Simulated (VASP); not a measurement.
# InP (relaxed from the zinc blende structure, space group F-43m): computed properties

Computed with PBEsol GGA, VASP's PBE PAW potentials (set 64) (plane waves; VASP).

| Quantity | Result |
|---|---|
| space group | F-43m (216) |
| cell | a = 5.876 Å, b = 5.876 Å, c = 5.876 Å, α = 90.00°, β = 90.00°, γ = 90.00° |
| volume per atom | 25.37 Å^3/atom |
| band gap (over mesh and band path) | 0.57 eV |
| smallest direct gap (over mesh and band path) | 0.57 eV |
| band-edge character | direct, Γ to Γ |
| density | 4.77 g/cm³ |

```cif
data_InP
_chemical_formula_sum 'In1 P1'
_space_group_name_H-M_alt 'P 1'
_space_group_IT_number 1
_cell_length_a 4.15530
_cell_length_b 4.15530
_cell_length_c 4.15530
_cell_angle_alpha 60.000
_cell_angle_beta 60.000
_cell_angle_gamma 60.000
loop_
_space_group_symop_operation_xyz
  'x, y, z'
loop_
_atom_site_label
_atom_site_type_symbol
_atom_site_fract_x
_atom_site_fract_y
_atom_site_fract_z
_atom_site_occupancy
In1 In 0.00000 0.00000 0.00000 1
P1 P 0.25000 0.25000 0.25000 1
```

Unless said otherwise, spin-orbit coupling is left out, though it shifts the bands of the heavy elements here.

The structure was generated: InP was put into the zinc blende type (F-43m), which need not be its known phase. It was relaxed first, which changed the volume by +7 %. Symmetry was kept, so distortions that lower it aren't found.
